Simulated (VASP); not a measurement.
Calculation: SCAN meta-GGA, VASP's PBE PAW potentials (set 64) (plane waves; VASP 6.6.1).

The input files of a VASP run:

**INCAR**
```
SYSTEM = CaO
PREC = Accurate
ENCUT = 520
EDIFF = 1E-7
NELM = 100
ALGO = Normal
LREAL = .FALSE.
LASPH = .TRUE.
ISMEAR = 0
SIGMA = 0.05
METAGGA = SCAN
LMIXTAU = .TRUE.
LWAVE = .FALSE.
LCHARG = .FALSE.
ISIF = 2
```

File KPOINTS:
```
Automatic mesh
0
Gamma
9 9 9
0 0 0
```

**POSCAR**
```
CaO
1
    0.0000000000     2.4487445337     2.4487445337
    2.4487445337     0.0000000000     2.4487445337
    2.4487445337     2.4487445337     0.0000000000
Ca O
1 1
Direct
  0.0000000000   0.0000000000   0.0000000000
  0.5000000000   0.5000000000   0.5000000000
```

POTCAR, in this order: Ca_sv O (PBE.64 set). Program: vasp_std.

The resulting files:

**OSZICAR**
```
       N       E                     dE             d eps       ncg     rms          rms(c)
DAV:   1     0.123763404778E+03    0.12376E+03   -0.88894E+03   840   0.139E+03
DAV:   2    -0.207086202536E+02   -0.14447E+03   -0.13624E+03  1000   0.346E+02
DAV:   3    -0.277685476131E+02   -0.70599E+01   -0.70048E+01  1108   0.790E+01
DAV:   4    -0.280421235975E+02   -0.27358E+00   -0.27327E+00  1232   0.135E+01
DAV:   5    -0.280446920928E+02   -0.25685E-02   -0.25682E-02  1040   0.147E+00    0.776E+00
DAV:   6    -0.225003844872E+02    0.55443E+01   -0.58152E+00  1012   0.311E+01    0.271E+00
DAV:   7    -0.225173946577E+02   -0.17010E-01   -0.16734E+00  1112   0.140E+01    0.249E+00
DAV:   8    -0.227857733940E+02   -0.26838E+00   -0.18395E+00   972   0.167E+01    0.192E+00
DAV:   9    -0.222674822257E+02    0.51829E+00   -0.85507E-01   976   0.133E+01    0.410E-01
DAV:  10    -0.223149055425E+02   -0.47423E-01   -0.84176E-02  1128   0.286E+00    0.166E-01
DAV:  11    -0.223166055021E+02   -0.17000E-02   -0.22892E-03  1012   0.600E-01    0.142E-01
DAV:  12    -0.223108242635E+02    0.57812E-02   -0.10943E-02   852   0.155E+00    0.380E-02
DAV:  13    -0.223172692418E+02   -0.64450E-02   -0.97947E-03   844   0.156E+00    0.179E-02
DAV:  14    -0.223171619110E+02    0.10733E-03   -0.24856E-04  1084   0.207E-01    0.260E-02
DAV:  15    -0.223170879286E+02    0.73982E-04   -0.19535E-05   920   0.659E-02    0.177E-02
DAV:  16    -0.223169732113E+02    0.11472E-03   -0.22077E-05   920   0.625E-02    0.303E-03
DAV:  17    -0.223170000812E+02   -0.26870E-04   -0.13780E-05   840   0.576E-02    0.279E-03
DAV:  18    -0.223169971510E+02    0.29302E-05   -0.19239E-07  1080   0.575E-03    0.249E-03
DAV:  19    -0.223169877891E+02    0.93619E-05   -0.69235E-07   848   0.104E-02    0.117E-03
DAV:  20    -0.223169849728E+02    0.28163E-05   -0.10851E-07   624   0.513E-03    0.841E-04
DAV:  21    -0.223169833846E+02    0.15882E-05   -0.27089E-08   484   0.174E-03    0.513E-04
DAV:  22    -0.223169812778E+02    0.21068E-05   -0.25931E-08   532   0.219E-03    0.182E-04
DAV:  23    -0.223169797373E+02    0.15405E-05   -0.44124E-09   432   0.772E-04    0.515E-05
DAV:  24    -0.223169799611E+02   -0.22385E-06   -0.25430E-09   432   0.528E-04    0.251E-05
DAV:  25    -0.223169797826E+02    0.17853E-06   -0.22251E-09   432   0.585E-04    0.277E-05
DAV:  26    -0.223169797545E+02    0.28072E-07   -0.65143E-10   424   0.205E-04
   1 F= -.22316980E+02 E0= -.22316980E+02  d E =-.617316E-23
```

### OUTCAR
```
------------------------ aborting loop because EDIFF is reached ----------------------------------------
  FORCE on cell =-STRESS in cart. coord.  units (eV):
  Direction    XX          YY          ZZ          XY          YZ          ZX
  --------------------------------------------------------------------------------------
  Total       -1.1303903     -1.1303903     -1.1303903      0.0000000     -0.0000000     -0.0000000
  in kB      -61.6706587    -61.6706587    -61.6706587      0.0000000     -0.0000000     -0.0000000
  external PRESSURE =     -61.6706587 kB  Pullay stress =       0.0000000 kB
  volume of cell :       29.37
      direct lattice vectors                 reciprocal lattice vectors
     0.000000000  2.448744534  2.448744534    -0.204186265  0.204186265  0.204186265
     2.448744534  0.000000000  2.448744534     0.204186265 -0.204186265  0.204186265
     2.448744534  2.448744534  0.000000000     0.204186265  0.204186265 -0.204186265
  FREE ENERGIE OF THE ION-ELECTRON SYSTEM (eV)
  ---------------------------------------------------
  free  energy   TOTEN  =       -22.3169797545 eV

  energy  without entropy=      -22.3169797545  energy(sigma->0) =      -22.31697975
```
(Selected blocks of OUTCAR.)

The compound is CaO in the rock salt structure. This cell is one point of a volume scan, at 1.06 of the reference volume.
